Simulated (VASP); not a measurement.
Given:

```xyz
4
Lattice="1.2541 -2.2052 0.0000 1.2541 2.2052 0.0000 0.0000 0.0000 4.2116" Properties=species:S:1:pos:R:3 pbc="T T T"
B      1.2541    -0.7351     2.1068
B      1.2541     0.7351     0.0009
N      1.2541    -0.7351     3.6843
N      1.2541     0.7351     1.5784
```

The numbers are results of r2SCAN meta-GGA, VASP's PBE PAW potentials (set 64) (plane waves; VASP 6.6.1), not measurements. Numerical set-up: 600 eV cut-off, 10×10×6 Γ-centred mesh, Gaussian smearing of 0.050 eV, potentials B N.

**Question.** Give the stress tensor in GPa (positive for a compressed cell).

**Answer.** 
```
15.64   0.00   0.00
 0.00   2.05   0.00
 0.00   0.00   1.01
```
The pressure is its mean diagonal, 6.23 GPa.

The compound is BN in the wurtzite structure, a metastable high-pressure form. This cell was strained or had an atom moved on purpose.
